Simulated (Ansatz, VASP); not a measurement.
# SnTe: VASP beside Ansatz, part 2 of 2

Wanted: the spread between two codes on one cell, functional and k mesh. The structure shown is the end of the Ansatz relaxation below.

VASP 6.6.1 and Ansatz 0.2.0.

So far: Starting point; Ansatz: relaxation, PBEsol; VASP: single point, PBEsol, pair 1; Differences.

**6. VASP: single point, PBEsol, pair 2**

Level of this step: PBEsol; plane waves and PAW (Sn_d, Te) (VASP).

The same cell, functional, mesh and smearing now go to VASP, with its own data sets.

INCAR reads:

```
SYSTEM = SnTe
PREC = Accurate
ENCUT = 500
EDIFF = 1E-06
NELM = 120
ISMEAR = 0
SIGMA = 0.01
LREAL = .FALSE.
ALGO = Normal
GGA = PS
NBANDS = 16
LORBIT = 11
LWAVE = .FALSE.
LCHARG = .FALSE.
ISIF = 2
LASPH = .TRUE.
GGA_COMPAT = .FALSE.
KPAR = 2
```

POSCAR reads:

```
SnTe
1.0
   -0.0254462623      3.1381360024      3.1444400334
    3.1381360024     -0.0254462623      3.1444400334
    3.1126897401      3.1126897401      0.0000000000
Sn Te
1 1
Direct
    0.0000000000      0.0000000000      0.0000000000
    0.5000000000      0.5000000000      0.5000000000
```

KPOINTS reads:

```
Automatic mesh
0
Gamma
12 12 12
0 0 0
```

PAW data sets: Sn_d and Te (PBE family, release 64).

The run is started by

```sh
mpirun -np 2 vasp_std
```

Numbers of over 12 decimals in the logs are rounded to 6 here.

The log of the run:

```text
[banner, memory and clock lines left out]
running    2 mpi-ranks, on    1 nodes
[...]
[... a notice as in an earlier step ...]

 LDA part: xc-table for (Slater+PW92), standard interpolation
 POSCAR, INCAR and KPOINTS ok, starting setup
[...]
entering main loop
       N       E                     dE             d eps       ncg     rms          rms(c)
DAV:   1     0.120797371132E+03    0.12080E+03   -0.94879E+03  9056   0.140E+03
DAV:   2     0.152718904604E+01   -0.11927E+03   -0.11673E+03  9960   0.344E+02
DAV:   3    -0.812488442292E+01   -0.96521E+01   -0.96223E+01 11248   0.863E+01
DAV:   4    -0.838075133051E+01   -0.25587E+00   -0.25583E+00 10984   0.154E+01
[...]
DAV:  10    -0.833799054310E+01    0.16068E-04   -0.61796E-05 11928   0.746E-02    0.196E-02
DAV:  11    -0.833798997164E+01    0.57146E-06   -0.24857E-05 12040   0.430E-02    0.217E-02
DAV:  12    -0.833798980999E+01    0.16165E-06   -0.19872E-06  9840   0.119E-02
   1 F= -.83379898E+01 E0= -.83379898E+01  d E =-.370072E-13
```

From OUTCAR (step 6):

```text
  Total        0.1013686      0.1013686     -0.0055613      0.1080117      0.0000000      0.0000000
  in kB        2.6225608      2.6225608     -0.1438786      2.7944280      0.0000000      0.0000000
  external PRESSURE =       1.7004143 kB  Pullay stress =       0.0000000 kB

 POSITION                                       TOTAL-FORCE (eV/Angst)
 -----------------------------------------------------------------------------------
      0.00000      0.00000      0.00000        -0.000000      0.000000      0.000000
      3.11269      3.11269      3.14444         0.000000     -0.000000     -0.000000
 -----------------------------------------------------------------------------------
    total drift:                                0.000000     -0.000000     -0.000000

  FREE ENERGIE OF THE ION-ELECTRON SYSTEM (eV)
  ---------------------------------------------------
  free  energy   TOTEN  =        -8.3379898100 eV

  energy  without entropy=       -8.3379898100  energy(sigma->0) =       -8.33798981

[... 1 part as in an earlier step ...]

[... 2 further parts left out ...]
[key lines of the parts left out:]
E-fermi :   6.9554
```

The run ends at a pressure of 0.17 GPa.

**7. Comparison**

What differs besides the data sets and the points named for the pairs above, as far as they apply: the data sets hold 30 valence electrons in Ansatz (on its PAW soft_1 files) and 20 in VASP. Total energies have different zeros and are not compared.

The two programs side by side:

```
              quantity  Ansatz   VASP  difference
        pressure (GPa)    0.19   0.17       +0.02
gap on the k mesh (eV)   0.088  0.089       0.000
```

A gap on the mesh is an upper bound, since the band edges may lie between its points.

**8. Ansatz: relaxation, PBEsol**

This run makes the geometry at which the two programs are then compared. The cell compared in this pair holds 62.41 Å³, against 61.93 Å³ for the pair before.

The structure compared here is the end of the Ansatz relaxation.

input.yaml reads:

```yaml
crystal:
  lattice:
    - [0.0157206553, 3.1598517059, 3.1441310506]
    - [3.1598517059, 0.0157206553, 3.1441310506]
    - [3.1755723611, 3.1755723611, 0.0]
  atoms:
    - { symbol: Sn, position: [0.0, 0.0, 0.0] }
    - { symbol: Te, position: [0.5, 0.5, 0.5] }
  conventional_axes: [[0, 0, 1], [1, -1, 0], [1, 1, -1]]
kpoints:
  mp_grid: { grid: [12, 12, 12] }
hamiltonian:
  xc: pbesol
  pseudopotentials: { kind: paw, azcp: { folder: soft_1 }, xc_functional: pbe }
scf:
  occupations: { method: gaussian, width: 0.01 }
output:
  forces: true
  stress: true
  eigenvalues: true
relax:
  adjacent_minimum: "off"
  f_tol: 0.001
  max_steps: 60
  cell: { stress_tol: 0.01, fix: [a, angles] }
```

The run is started by

```sh
ansatz run input.yaml --threads 4 --pin off --max-ram 10240MiB --backend cpu --events-out ev --progress --plain --runs-dir out
```

The log of the run:

```text
[...]
Crystal: 2 atoms, lattice volume = 62.785 Å³
Basis set: ecut = 420 eV, 1243 PW (Γ), exchange–correlation on 60×60×64 points (8 copies of the dense FFT grid, shifted against one another)
Bands: 19, of which v1, the nominal top of the filled ones, is band 15 counted from 1 (14 counted from 0)
Symmetry: 8 space group operations
[...]
k-points: 280 of 1728
[...]
k-point 279: bands = [... 11 lower, 3.0849, 3.9697, 5.7456, 5.9109, 11.6820, 14.4755, 14.5353, 15.9866]
--- Relaxed structure (3 steps of the walk, 3 accepted, 1 SCFs on fresh bases) ---
[...]
cell:  # Å, volume = 62.4133 Å³
    - [0.024979, 3.150593, 3.144052]
    - [3.150593, 0.024979, 3.144052]
    - [3.1755723611, 3.1755723611, -5.050004766161269e-11]
  atoms:
    - { symbol: Sn, position: [0, 0, 0] }
    - { symbol: Te, position: [0.5, 0.5, 0.500000] }
[key lines of the parts left out:]
SCF converged after 10 iterations
Free energy (F): -12852.006690 eV
Fermi energy:    9.604814 eV
P = ⅓ Tr σ = -0.1835 GPa (-1.835 kbar)
```

**9. VASP: single point, PBEsol, pair 3**

The same cell, functional, mesh and smearing now go to VASP, with its own data sets.

INCAR is that of step 6.

POSCAR reads:

```
SnTe
1.0
    0.0249794828      3.1505928784      3.1440521562
    3.1505928784      0.0249794828      3.1440521562
    3.1755723611      3.1755723611     -0.0000000001
Sn Te
1 1
Direct
    0.0000000000      0.0000000000      0.0000000000
    0.5000000000      0.5000000000      0.5000000000
```

KPOINTS is that of step 6.

The run is started by

```sh
mpirun -np 2 vasp_std
```

The log of the run:

```text
[... set-up lines as in an earlier step ...]
 entering main loop
       N       E                     dE             d eps       ncg     rms          rms(c)
DAV:   1     0.120857568243E+03    0.12086E+03   -0.94451E+03  9040   0.139E+03
DAV:   2     0.163125911034E+01   -0.11923E+03   -0.11659E+03  9776   0.344E+02
DAV:   3    -0.812405616426E+01   -0.97553E+01   -0.97068E+01 11352   0.868E+01
DAV:   4    -0.838276798079E+01   -0.25871E+00   -0.25866E+00 10784   0.154E+01
[...]
DAV:  10    -0.833813561456E+01    0.16109E-04   -0.62670E-05 11816   0.739E-02    0.197E-02
DAV:  11    -0.833813511042E+01    0.50414E-06   -0.26436E-05 12104   0.434E-02    0.233E-02
DAV:  12    -0.833813495176E+01    0.15866E-06   -0.19461E-06  9784   0.110E-02
   1 F= -.83381350E+01 E0= -.83381350E+01  d E =-.304924E-09
```

From OUTCAR (step 9):

```text
  Total       -0.1134918     -0.1134918     -0.0069540     -0.1064543      0.0000000      0.0000000
  in kB       -2.9133873     -2.9133873     -0.1785118     -2.7327293      0.0000000      0.0000000
  external PRESSURE =      -2.0017621 kB  Pullay stress =       0.0000000 kB

 POSITION                                       TOTAL-FORCE (eV/Angst)
 -----------------------------------------------------------------------------------
      0.00000      0.00000      0.00000         0.000000      0.000000      0.000000
      3.17557      3.17557      3.14405        -0.000000     -0.000000     -0.000000
 -----------------------------------------------------------------------------------
    total drift:                                0.000000     -0.000000     -0.000000

  FREE ENERGIE OF THE ION-ELECTRON SYSTEM (eV)
  ---------------------------------------------------
  free  energy   TOTEN  =        -8.3381349518 eV

  energy  without entropy=       -8.3381349515  energy(sigma->0) =       -8.33813495

[... 1 part as in an earlier step ...]

[... 2 further parts left out ...]
[key lines of the parts left out:]
E-fermi :   6.8536
```

The run ends at a pressure of -0.20 GPa.

**10. Comparison**

What differs besides the data sets and the points named for the pairs above, as far as they apply: the data sets hold 30 valence electrons in Ansatz (on its PAW soft_1 files) and 20 in VASP. Total energies have different zeros and are not compared.

Compared:

```
              quantity  Ansatz   VASP  difference
        pressure (GPa)   -0.18  -0.20       +0.02
gap on the k mesh (eV)   0.065  0.065      -0.001
```

A gap on the mesh is an upper bound, since the band edges may lie between its points.

**11. Outcome**

```yaml
difference_in_gap_on_the_k_mesh_single_point_pbesol_pair_1: -8.0e-4 eV
difference_in_gap_on_the_k_mesh_single_point_pbesol_pair_2: -4.9e-4 eV
difference_in_gap_on_the_k_mesh_single_point_pbesol_pair_3: -5.0e-4 eV
```

In words: The difference in gap on the k mesh is -8.0e-4 eV (single point, PBEsol, pair 1), within the 0.08 eV picked in this series as the mark of a large difference. The data sets hold unlike numbers of valence electrons (30 in Ansatz and 20 in VASP), so part of the differences comes from the potentials. 3 further runs of this series are not shown here. Such differences can come from data sets, numerical settings and the points named under the comparisons, not from the functional's error against experiment.

[Lines on the potential files, build, host, timing and source positions are cut from VASP's logs without a mark.]

[Logs are printed without paths, hosts, clocks, repeated set-up lines and the standing remarks that a program may print on its own settings, such as how far it seeks lower states.]

[Hosts, paths, dates, database ids (printed as entryN), source tags and the programs' standing remarks are cut or masked in the printed files.]
